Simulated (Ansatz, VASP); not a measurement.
# Be3Hg: VASP beside Ansatz

The input INCAR:

```
SYSTEM = Be3Hg
  PREC = Accurate
  ENCUT = 520
  EDIFF = 1E-6
  ISMEAR = 0
  SIGMA = 0.1
  LREAL = .FALSE.
  LASPH = .TRUE.
  NELM = 100
  ALGO = Normal
  ISIF = 2
  LWAVE = .FALSE.
  LCHARG = .FALSE.
  GGA = PE
  NBANDS = 17
```

The input KPOINTS:

```
regular mesh
0
G
  14 14 14
  0 0 0
```

POSCAR

```
Be3Hg
1.0
    0.0000000000      2.8610876134      2.8610876134
    2.8610876134      0.0000000000      2.8610876134
    2.8610876134      2.8610876134      0.0000000000
Be Hg
3 1
Direct
    0.2500000000      0.2500000000      0.2500000000
    0.7500000000      0.7500000000      0.7500000000
    0.5000000000      0.5000000000      0.5000000000
    0.0000000000      0.0000000000      0.0000000000
```

Input for Ansatz:

```yaml
crystal:
  lattice:
    - [0.0, 2.8610876134, 2.8610876134]
    - [2.8610876134, 0.0, 2.8610876134]
    - [2.8610876134, 2.8610876134, 0.0]
  atoms:
    - { symbol: Be, position: [0.25, 0.25, 0.25] }
    - { symbol: Be, position: [0.75, 0.75, 0.75] }
    - { symbol: Be, position: [0.5, 0.5, 0.5] }
    - { symbol: Hg, position: [0.0, 0.0, 0.0] }
basis:
  ecutwfc: 420
kpoints:
  mp_grid: { grid: [14, 14, 14] }
  band_path:
    path:
      - [[0.0, 0.0, 0.0], [0.5, 0.0, 0.5], [0.625, 0.25, 0.625]]
      - [[0.375, 0.375, 0.75], [0.0, 0.0, 0.0], [0.5, 0.5, 0.5], [0.5, 0.25, 0.75], [0.5, 0.0, 0.5]]
    npoints: 14
hamiltonian:
  xc: pbe
scf:
  occupations: { method: gaussian, width: 0.1 }
  n_extra_bands: 10
output:
  forces: true
  stress: true
  eigenvalues: true
  populations: true
  dos: { projected: true, de: 0.02, nscf_kmesh: { grid: [17, 17, 17] } }
  bader: true
  write_density: true
  write_potential: true
  elf: true
  volumetric_format: npy
```

The cell was built by a generator and needn't be a form met in nature.

Alike in both runs: task single point; functional PBE; k mesh 14 × 14 × 14; occupations gaussian, width 0.1 eV; no spin polarisation.

```csv
,VASP,Ansatz
version,VASP 6.6.1,Ansatz 0.2.0
potentials or method,"VASP PAW PBE potentials, release 64 (Be, Hg)","scalar-relativistic, plane waves, PAW"
plane-wave cutoff (eV),520,420
valence electrons in the cell,18,26
```

|  | VASP | Ansatz | Ansatz less VASP |
| --- | --- | --- | --- |
| gap on the k mesh at the Fermi level (eV) | none | none | - |
| pressure (GPa) | 0.3 | 0.0 | -0.32 |

A gap of «none» marks a metal or a gap that the smearing closes. With one functional, cell and mesh, what is left measures potentials, basis and numerics. The two sets of potentials don't hold the same shells in valence.

The runs have no spin-orbit coupling, so splittings on Hg are missing.
